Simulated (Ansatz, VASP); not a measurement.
# Y12Hf19O56 (amorphous 76HfO2-24Y2O3 (mol %)) in two plane-wave programs, part 2 of 3

One calculation is typed for both programs; each brings its own data sets. How far apart do they land? Of the first pair: The structure shown is the start of the Ansatz relaxation below; VASP solves that cell, so the two are compared at the walk's first step.

VASP 6.6.1 and Ansatz 0.2.0.

So far: The structure; Ansatz: relaxation, PBE.

## (3) VASP: single point, PBE, start cell, pair 1

Level of this step: PBE; plane waves and PAW (Hf_pv, Y_sv, O) (VASP).

The same cell, functional, mesh and smearing now go to VASP, with its own data sets.

Lines of VASP's logs that name or quote its potential files are left out, and so is its time.

Input file INCAR:

```
SYSTEM = Y12Hf19O56
PREC = Accurate
ENCUT = 520
EDIFF = 1E-06
NELM = 120
ISMEAR = -1
SIGMA = 0.025
LREAL = Auto
ALGO = Normal
GGA = PE
NBANDS = 392
LASPH = .TRUE.
LORBIT = 11
LWAVE = .FALSE.
LCHARG = .FALSE.
ISIF = 2
GGA_COMPAT = .FALSE.
EFERMI = MIDGAP
NCORE = 2
```

Input file POSCAR:

```
Y12Hf19O56
1.0
   10.8303000000      0.0000000000      0.0000000000
    0.0000000000     10.8303000000      0.0000000000
    0.0000000000      0.0000000000     10.8303000000
Hf Y O
19 12 56
Direct
    0.0840604600      0.5991893115      0.7518443626
    0.0827031569      0.5950712353      0.0947157512
    0.0315226725      0.2692723193      0.5891341883
    0.0200640795      0.9288385363      0.2086091798
    0.1948699482      0.8437993407      0.9232061900
    0.3372667424      0.7608561166      0.6154400155
    0.8133477374      0.7274775399      0.2991976215
    0.9730016712      0.0963777550      0.9083774226
    0.5431613159      0.9693360295      0.3957969770
    0.6957979003      0.1762924388      0.6836006389
    0.8294876412      0.4107088446      0.9578866698
    0.3726489571      0.5956621700      0.9099563262
    0.5493568969      0.6518101992      0.4290924536
    0.1628302078      0.3241830790      0.9005198379
    0.6209984950      0.2596326972      0.2025520992
    0.3268422851      0.3930823708      0.2126995559
    0.3798140402      0.1256290223      0.6760754550
    0.1047893410      0.5412869450      0.4404771798
    0.8565690701      0.7691199690      0.9796035198
    0.9447199062      0.9224305883      0.6578857465
    0.8329778492      0.0988892274      0.3931100708
    0.3229365761      0.0740884371      0.0936262153
    0.6635180928      0.6426876448      0.7521121299
    0.9851527659      0.3010904592      0.2033184676
    0.8022769452      0.4447337562      0.4430440523
    0.5928275302      0.5921719620      0.1152784318
    0.2159958635      0.0888895044      0.4108196449
    0.5432074827      0.8948136247      0.8671227944
    0.4021402916      0.3751788962      0.5143532497
    0.5192007608      0.3150697580      0.8954045594
    0.3034264979      0.7820558987      0.2530677821
    0.4125832156      0.4664875396      0.0539874242
    0.1594323334      0.9050995817      0.3431576226
    0.0484474114      0.2272605560      0.7774669215
    0.6815231342      0.0509311838      0.5315826893
    0.4263132139      0.8103191971      0.4511971044
    0.1747043018      0.9120799978      0.0999695299
    0.6764263224      0.5728373175      0.5558202451
    0.4475129959      0.6305919504      0.2648495425
    0.6465102536      0.0892865387      0.2832054514
    0.1691735224      0.4130079499      0.0899328735
    0.4924978994      0.3539975809      0.3100560465
    0.0137761650      0.3613196310      0.4069416360
    0.5216014330      0.2683305172      0.6372861324
    0.2561886559      0.4321025272      0.3869698900
    0.5072897334      0.7703572385      0.7043572200
    0.7199800560      0.3087079767      0.8287028060
    0.1720635624      0.6691873725      0.5702335115
    0.3558442518      0.9467235441      0.9320240437
    0.9657719546      0.7428787753      0.1586659649
    0.3025308625      0.9485425150      0.6585043812
    0.2494760071      0.6812276668      0.0356684487
    0.9273427329      0.6083210991      0.3999981533
    0.0014311700      0.1108094882      0.2617471354
    0.1400607555      0.1586567316      0.9965005586
    0.1598570677      0.6189209902      0.2690784189
    0.5068742325      0.7143846431      0.9706656325
    0.9224305883      0.9507123533      0.0336832775
    0.0595828370      0.4592762897      0.6183208221
    0.4168305587      0.0876984017      0.4834769120
    0.0058170134      0.4551212801      0.8803080247
    0.5469839247      0.0816967212      0.7766174529
    0.0057985467      0.0862764651      0.5311764217
    0.7858508075      0.2929835739      0.2967784826
    0.2310277647      0.2283777919      0.5761797919
    0.8411678347      0.0732482018      0.7656020609
    0.4181786285      0.9554305975      0.2421077902
    0.9466589106      0.7212819589      0.6973121705
    0.3297969585      0.2436866938      0.8291090736
    0.7359722261      0.8289982734      0.8460799793
    0.8829025973      0.9007322050      0.3384393784
    0.2324220012      0.4894231923      0.8340489183
    0.0402112592      0.7039601858      0.9311468750
    0.6897500531      0.5733266853      0.3090588442
    0.8297646418      0.2755971672      0.5733359187
    0.7322788842      0.7467013841      0.1252966215
    0.6694643731      0.3938025724      0.0705243622
    0.2610177003      0.7182811187      0.7929604905
    0.6559375087      0.8065335217      0.3871637905
    0.9020987415      0.2417476894      0.0154566356
    0.2674718152      0.2106405178      0.2442868619
    0.9285800024      0.4829690775      0.1176698706
    0.4138020184      0.5813412371      0.5450726203
    0.0669879874      0.9471298117      0.8264406341
    0.7836994358      0.5928829303      0.9190881139
    0.4864592855      0.2088954138      0.0744023711
    0.5160521869      0.5071973999      0.8215654229
```

Input file KPOINTS:

```
Automatic mesh
0
Gamma
1 1 1
0 0 0
```

The projector-augmented-wave data sets are Hf_pv, Y_sv and O (PBE family, release 64).

Launch:

```console
> mpirun -np 8 vasp_gam
```

Numbers of over 12 decimals in the logs are rounded to 6 here.

The log of the run:

```text
[banner, memory and clock lines left out]
running    8 mpi-ranks, on    1 nodes
[...]
LDA part: xc-table for (Slater+PW92), standard interpolation
 POSCAR, INCAR and KPOINTS ok, starting setup
[...]
entering main loop
       N       E                     dE             d eps       ncg     rms          rms(c)
DAV:   1     0.657806072926E+04    0.65781E+04   -0.41166E+05   784   0.176E+03
DAV:   2    -0.358305006729E+03   -0.69364E+04   -0.66935E+04   984   0.481E+02
DAV:   3    -0.971604027300E+03   -0.61330E+03   -0.60969E+03   920   0.129E+02
DAV:   4    -0.100340756845E+04   -0.31804E+02   -0.31717E+02  1096   0.241E+01
[...]
DAV:  19    -0.840431310086E+03   -0.13769E-05   -0.46052E-06   808   0.393E-03    0.130E-02
DAV:  20    -0.840431312433E+03   -0.23469E-05   -0.33350E-06   672   0.311E-03    0.493E-03
DAV:  21    -0.840431313083E+03   -0.65006E-06   -0.10611E-06   576   0.247E-03
   1 F= -.84043131E+03 E0= -.84043131E+03  d E =0.000000E+00
```

Parts of OUTCAR (step 3):

```text
  FREE ENERGIE OF THE ION-ELECTRON SYSTEM (eV)
  ---------------------------------------------------
  free  energy   TOTEN  =      -840.4313130830 eV

  energy  without entropy=     -840.4313130830  energy(sigma->0) =     -840.43131308
```

The run ends at a pressure of -8.41 GPa, with forces up to 1.5 eV/Å.

## (4) Comparison

Known differences besides the potentials themselves: the data sets hold 962 valence electrons in Ansatz (on its default PAW (the set named soft_2) files) and 658 in VASP; the cutoff is 420 eV in Ansatz and 520 eV in VASP (PREC = Accurate, projectors in real space). Total energies have different zeros and are not compared.

Forces on 10 of the 87 atoms, those with the largest forces and the largest differences (eV/Å; atoms numbered as in POSCAR):

| atom | Ansatz x, y, z | VASP x, y, z |
| --- | --- | --- |
| Hf6 | 0.617, 0.772, -0.079 | 0.674, 0.754, -0.052 |
| Hf9 | -0.743, 0.827, -0.409 | -0.774, 0.827, -0.442 |
| Hf15 | -1.338, 0.178, 0.598 | -1.331, 0.182, 0.602 |
| Hf16 | -0.747, -0.653, 0.503 | -0.746, -0.694, 0.535 |
| Hf17 | -0.112, -1.138, 0.359 | -0.061, -1.102, 0.306 |
| Y20 | 0.155, -0.359, 1.042 | 0.153, -0.356, 1.033 |
| Y24 | 0.707, 0.216, -0.728 | 0.714, 0.219, -0.734 |
| O55 | 0.021, 0.113, -0.042 | -0.069, 0.190, -0.160 |
| O71 | -0.277, -0.135, 0.317 | -0.229, -0.240, 0.185 |
| O74 | 0.043, -0.040, 0.085 | 0.048, 0.102, 0.148 |

The forces differ by 56 meV/Å r.m.s., which is 15.8 % of the r.m.s. force of 0.353 eV/Å (both taken over all components).

## (5) Ansatz: relaxation, PBE

This run makes the geometry at which the two programs are then compared. The cell compared in this pair holds 1184.32 Å³, against 1270.34 Å³ for the pair before.

The structure compared here is the end of the Ansatz relaxation.

Input file input.yaml:

```yaml
crystal:
  lattice:
    - [10.8303, 0.0, 0.0]
    - [0.0, 10.8303, 0.0]
    - [0.0, 0.0, 10.8303]
  atoms:
    - { symbol: Hf, position: [0.08406, 0.59919, 0.75184] }
    - { symbol: Hf, position: [0.0827, 0.59507, 0.09472] }
    - { symbol: Hf, position: [0.03152, 0.26927, 0.58913] }
    - { symbol: Hf, position: [0.02006, 0.92884, 0.20861] }
    - { symbol: Hf, position: [0.19487, 0.8438, 0.92321] }
    - { symbol: Hf, position: [0.33727, 0.76086, 0.61544] }
    - { symbol: Hf, position: [0.81335, 0.72748, 0.2992] }
    - { symbol: Hf, position: [0.973, 0.09638, 0.90838] }
    - { symbol: Hf, position: [0.54316, 0.96934, 0.3958] }
    - { symbol: Hf, position: [0.6958, 0.17629, 0.6836] }
    - { symbol: Hf, position: [0.82949, 0.41071, 0.95789] }
    - { symbol: Hf, position: [0.37265, 0.59566, 0.90996] }
    - { symbol: Hf, position: [0.54936, 0.65181, 0.42909] }
    - { symbol: Hf, position: [0.16283, 0.32418, 0.90052] }
    - { symbol: Hf, position: [0.621, 0.25963, 0.20255] }
    - { symbol: Hf, position: [0.32684, 0.39308, 0.2127] }
    - { symbol: Hf, position: [0.37981, 0.12563, 0.67608] }
    - { symbol: Hf, position: [0.10479, 0.54129, 0.44048] }
    - { symbol: Hf, position: [0.85657, 0.76912, 0.9796] }
    - { symbol: "Y", position: [0.94472, 0.92243, 0.65789] }
    - { symbol: "Y", position: [0.83298, 0.09889, 0.39311] }
    - { symbol: "Y", position: [0.32294, 0.07409, 0.09363] }
    - { symbol: "Y", position: [0.66352, 0.64269, 0.75211] }
    - { symbol: "Y", position: [0.98515, 0.30109, 0.20332] }
    - { symbol: "Y", position: [0.80228, 0.44473, 0.44304] }
    - { symbol: "Y", position: [0.59283, 0.59217, 0.11528] }
    - { symbol: "Y", position: [0.216, 0.08889, 0.41082] }
    - { symbol: "Y", position: [0.54321, 0.89481, 0.86712] }
    - { symbol: "Y", position: [0.40214, 0.37518, 0.51435] }
    - { symbol: "Y", position: [0.5192, 0.31507, 0.8954] }
    - { symbol: "Y", position: [0.30343, 0.78206, 0.25307] }
    - { symbol: O, position: [0.41258, 0.46649, 0.05399] }
    - { symbol: O, position: [0.15943, 0.9051, 0.34316] }
    - { symbol: O, position: [0.04845, 0.22726, 0.77747] }
    - { symbol: O, position: [0.68152, 0.05093, 0.53158] }
    - { symbol: O, position: [0.42631, 0.81032, 0.4512] }
    - { symbol: O, position: [0.1747, 0.91208, 0.09997] }
    - { symbol: O, position: [0.67643, 0.57284, 0.55582] }
    - { symbol: O, position: [0.44751, 0.63059, 0.26485] }
    - { symbol: O, position: [0.64651, 0.08929, 0.28321] }
    - { symbol: O, position: [0.16917, 0.41301, 0.08993] }
    - { symbol: O, position: [0.4925, 0.354, 0.31006] }
    - { symbol: O, position: [0.01378, 0.36132, 0.40694] }
    - { symbol: O, position: [0.5216, 0.26833, 0.63729] }
    - { symbol: O, position: [0.25619, 0.4321, 0.38697] }
    - { symbol: O, position: [0.50729, 0.77036, 0.70436] }
    - { symbol: O, position: [0.71998, 0.30871, 0.8287] }
    - { symbol: O, position: [0.17206, 0.66919, 0.57023] }
    - { symbol: O, position: [0.35584, 0.94672, 0.93202] }
    - { symbol: O, position: [0.96577, 0.74288, 0.15867] }
    - { symbol: O, position: [0.30253, 0.94854, 0.6585] }
    - { symbol: O, position: [0.24948, 0.68123, 0.03567] }
    - { symbol: O, position: [0.92734, 0.60832, 0.4] }
    - { symbol: O, position: [0.00143, 0.11081, 0.26175] }
    - { symbol: O, position: [0.14006, 0.15866, 0.9965] }
    - { symbol: O, position: [0.15986, 0.61892, 0.26908] }
    - { symbol: O, position: [0.50687, 0.71438, 0.97067] }
    - { symbol: O, position: [0.92243, 0.95071, 0.03368] }
    - { symbol: O, position: [0.05958, 0.45928, 0.61832] }
    - { symbol: O, position: [0.41683, 0.0877, 0.48348] }
    - { symbol: O, position: [0.00582, 0.45512, 0.88031] }
    - { symbol: O, position: [0.54698, 0.0817, 0.77662] }
    - { symbol: O, position: [0.0058, 0.08628, 0.53118] }
    - { symbol: O, position: [0.78585, 0.29298, 0.29678] }
    - { symbol: O, position: [0.23103, 0.22838, 0.57618] }
    - { symbol: O, position: [0.84117, 0.07325, 0.7656] }
    - { symbol: O, position: [0.41818, 0.95543, 0.24211] }
    - { symbol: O, position: [0.94666, 0.72128, 0.69731] }
    - { symbol: O, position: [0.3298, 0.24369, 0.82911] }
    - { symbol: O, position: [0.73597, 0.829, 0.84608] }
    - { symbol: O, position: [0.8829, 0.90073, 0.33844] }
    - { symbol: O, position: [0.23242, 0.48942, 0.83405] }
    - { symbol: O, position: [0.04021, 0.70396, 0.93115] }
    - { symbol: O, position: [0.68975, 0.57333, 0.30906] }
    - { symbol: O, position: [0.82976, 0.2756, 0.57334] }
    - { symbol: O, position: [0.73228, 0.7467, 0.1253] }
    - { symbol: O, position: [0.66946, 0.3938, 0.07052] }
    - { symbol: O, position: [0.26102, 0.71828, 0.79296] }
    - { symbol: O, position: [0.65594, 0.80653, 0.38716] }
    - { symbol: O, position: [0.9021, 0.24175, 0.01546] }
    - { symbol: O, position: [0.26747, 0.21064, 0.24429] }
    - { symbol: O, position: [0.92858, 0.48297, 0.11767] }
    - { symbol: O, position: [0.4138, 0.58134, 0.54507] }
    - { symbol: O, position: [0.06699, 0.94713, 0.82644] }
    - { symbol: O, position: [0.7837, 0.59288, 0.91909] }
    - { symbol: O, position: [0.48646, 0.2089, 0.0744] }
    - { symbol: O, position: [0.51605, 0.5072, 0.82157] }
kpoints:
  mp_grid: { grid: [1, 1, 1] }
hamiltonian:
  xc: pbe
scf:
  occupations: { method: fermi_dirac, width: 0.025 }
output:
  forces: true
relax:
  f_tol: 0.04
  max_steps: 250
  cell: {}
```

Launch:

```console
> ansatz run input.yaml --threads 4 --pin off --max-ram 8192MiB --backend cpu --events-out ev --progress --plain --runs-dir out
```

The log of the run:

```text
[...]
Crystal: 87 atoms, lattice volume = 1270.344 Å³
Basis set: ecut = 420 eV, 24837 PW (Γ), exchange–correlation on 150×150×150 points (8 copies of the dense FFT grid, shifted against one another)
Bands: 578, of which v1, the nominal top of the filled ones, is band 481 counted from 1 (480 counted from 0)
Symmetry: 1 space group operations
[...]
k-points: 1
[...]
- { symbol: O, position: [0.036294, 0.241718, 0.787097] }
    - { symbol: O, position: [0.715357, 0.028372, 0.548647] }
    - { symbol: O, position: [0.416742, 0.804092, 0.436534] }
    - { symbol: O, position: [0.183252, 0.917442, 0.101993] }
    - { symbol: O, position: [0.685637, 0.564099, 0.553957] }
    - { symbol: O, position: [0.443376, 0.610428, 0.259205] }
[...]
- { symbol: O, position: [0.054261, 0.954486, 0.818258] }
    - { symbol: O, position: [0.767093, 0.591276, 0.918091] }
    - { symbol: O, position: [0.518151, 0.167938, 0.056416] }
    - { symbol: O, position: [0.496862, 0.497224, 0.799518] }
[key lines of the parts left out:]
P = ⅓ Tr σ = -0.0237 GPa (-0.237 kbar)
```

[end of part 2 of 3]

[Lines on the potential files, build, host, timing and source positions are cut from VASP's logs without a mark.]

[Logs are printed without paths, hosts, clocks, repeated set-up lines and the standing remarks that a program may print on its own settings, such as how far it seeks lower states.]

[Hosts, paths, dates, database ids (printed as entryN), source tags and the programs' standing remarks are cut or masked in the printed files.]
